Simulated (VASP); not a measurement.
The input files of a VASP run:

### KPOINTS
```
kpoints
0
Gamma
4 4 8
```

### INCAR
```
ALGO = Normal
EDIFF = 1E-7
ENCUT = 400
GGA = PS
ISIF = 2
ISMEAR = -5
LASPH = .TRUE.
LCHARG = .TRUE.
LEFG = .TRUE.
LMAXMIX = 4
LORBIT = 11
LREAL = .FALSE.
LWAVE = .FALSE.
NEDOS = 601
NELM = 100
PREC = Accurate
SYSTEM = Zn4S3Se
```

File POSCAR:
```
Zn4S3Se
1
   -0.0001405116     5.4271512618     5.4210884466
    5.4271512618    -0.0001405116     5.4210884466
    2.7135053751     2.7135053751    -0.0000000000
Zn Se S
4 1 3
Direct
  0.9926025196   0.9926025196   0.0147949607
  0.9958660020   0.5110773635   0.9930566345
  0.5110773635   0.9958660020   0.9930566345
  0.5004266317   0.5004266317   0.9991467367
  0.1256318897   0.1256318897   0.2487362206
  0.1259160125   0.6239175734   0.2501664141
  0.6239175734   0.1259160125   0.2501664141
  0.6245620077   0.6245620077   0.2508759846
```

POTCAR, in this order: Zn Se S (PBE.64 set). Program: vasp_std.

**Question.** Write an equivalent input for Ansatz.

**Answer.** One equivalent input (not run):
Ansatz 0.2 input:
```yaml
crystal:
  lattice:
    - [-0.0001405, 5.4271513, 5.4210884]
    - [5.4271513, -0.0001405, 5.4210884]
    - [2.7135054, 2.7135054, 0.0000000]
  atoms:
    - { symbol: Zn, position: [0.9926025, 0.9926025, 0.0147950] }
    - { symbol: Zn, position: [0.9958660, 0.5110774, 0.9930566] }
    - { symbol: Zn, position: [0.5110774, 0.9958660, 0.9930566] }
    - { symbol: Zn, position: [0.5004266, 0.5004266, 0.9991467] }
    - { symbol: Se, position: [0.1256319, 0.1256319, 0.2487362] }
    - { symbol: S, position: [0.1259160, 0.6239176, 0.2501664] }
    - { symbol: S, position: [0.6239176, 0.1259160, 0.2501664] }
    - { symbol: S, position: [0.6245620, 0.6245620, 0.2508760] }
kpoints:
  mp_grid: { grid: [4, 4, 8] }
hamiltonian:
  xc: pbesol
  pseudopotentials: { kind: paw }
scf:
  occupations: { method: tetrahedron }
  max_iter: 100
output: { forces: true, stress: true, eigenvalues: true }
```
Limits of the translation: each code has its own PAW files, so the cut-off isn't converted (ENCUT is set for VASP's; basis.ecutwfc is left out, and Ansatz then takes the one that its files recommend); Ansatz stops its SCF on the density residual and VASP on the energy change (EDIFF); the field gradients of LEFG aren't asked of the other code.

The structure was generated: Zn4S3Se was put into an ordered model structure (Amm2), which need not be its known phase. It was relaxed first.
